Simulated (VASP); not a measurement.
Method: PBEsol GGA, VASP's PBE PAW potentials (set 64) (plane waves; VASP). Each cell was relaxed at this level.

Without a dispersion term in the relaxation, distances and binding between the weakly bound layers, chains or molecules are unreliable, and so is what depends on them.

Problem. Which of these has an unstable (imaginary) mode at Γ?
A. WS2, P6_3/mmc (194)
B. Mg2ZnO3, P-3m1 (164)
C. CdO, Fm-3m (225)
D. RbPbF3, Pm-3m (221)

Solution. D, RbPbF3, Pm-3m (221). Its optical Γ-point modes are 79i (×3), 52i (×3), 60 (×3), 199 (×3) cm⁻¹.
